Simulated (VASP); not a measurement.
Consider the following.

```yaml
crystal:
  lattice:
    - [2.00070, -3.46531, 0.00000]
    - [2.00070, 3.46531, 0.00000]
    - [0.00000, 0.00000, 5.22331]
  atoms:
    - { symbol: Ni, position: [0.00000, 0.00000, 0.50000] }
    - { symbol: Ni, position: [0.00000, 0.00000, 0.00000] }
    - { symbol: Sb, position: [0.33333, 0.66667, 0.25000] }
    - { symbol: Sb, position: [0.66667, 0.33333, 0.75000] }
```

All values below come from RPBE GGA, VASP's PBE PAW potentials (set 64) (plane waves; VASP). Settings: 520 eV cut-off, Gaussian smearing of 0.050 eV, potentials Ni Sb.

Q: Give the energies of bands 5 to 18 at the high-symmetry points, in eV from the Fermi level.

A: 
```tsv
band	Γ	M	K	A	L	H
5	-3.65	-3.26	-4.10	-2.92	-3.04	-4.84
6	-2.90	-3.01	-2.96	-2.92	-3.04	-4.84
7	-2.35	-2.98	-2.96	-2.61	-2.63	-2.55
8	-2.35	-2.91	-2.45	-2.61	-2.63	-2.55
9	-1.94	-2.71	-1.91	-1.91	-1.81	-1.88
10	-1.94	-1.97	-1.82	-1.91	-1.81	-1.88
11	-1.22	-1.91	-1.82	-1.91	-1.75	-1.83
12	-1.22	-1.70	-1.48	-1.91	-1.75	-1.83
13	-0.03	-1.46	-1.25	0.12	-1.66	-1.30
14	0.58	-1.28	-1.25	0.12	-1.66	-1.30
15	0.58	-1.21	-0.54	1.97	0.22	-1.18
16	2.35	-0.41	-0.54	1.97	0.22	-1.18
17	2.35	1.08	0.57	1.97	1.55	4.00
18	3.11	3.41	0.57	1.97	1.55	4.00
```

It has no gap at this level: it comes out as a metal or semimetal.

The compound is NiSb in the NiAs type structure. It was relaxed first, which changed the volume by +6 %. The run is not spin-polarised, so no magnetic state was tried.
